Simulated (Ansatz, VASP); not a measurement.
**As3Se2: VASP beside Ansatz**

```
As Se
1.0
     4.79073    0.00000    0.00000
    -2.39537    4.14889    0.00000
     0.00000    0.00000    5.58638
As Se
3 2
Cartesian
  0.0000 0.0000 4.0442
  0.0000 0.0000 1.5421
  2.3954 1.3830 0.0000
  2.3954 1.3830 2.7932
  0.0000 2.7659 0.0000
```

Change from the starting cell: species swapped into the Fe3Ge2 type (P-6m2, No. 187).

Alike in both runs: functional PBE; k mesh 6 × 6 × 4; occupations gaussian, width 0.1 eV; no spin polarisation.

Ansatz relaxed the structure, and its values are those at the end. VASP's run is a single point on that final structure, the one shown.

|  | VASP | Ansatz |
| --- | --- | --- |
| version | VASP 6.6.1 | Ansatz 0.2.0 |
| potentials or method | VASP PAW PBE potentials, release 64 (As, Se) | scalar-relativistic, plane waves, PAW |
| plane-wave cutoff (eV) | 520 | 420 |
| valence electrons in the cell | 27 | 77 |

```tsv
	VASP	Ansatz	Ansatz less VASP
gap on the k mesh at the Fermi level (eV)	none	none	-
pressure (GPa)	0.2	0.1	-0.06
rms of the force components (eV/Å)	0.009	0.001	-0.0078
```

A gap of «none» marks a metal or a gap that the smearing closes. The two sets of potentials don't hold the same shells in valence.
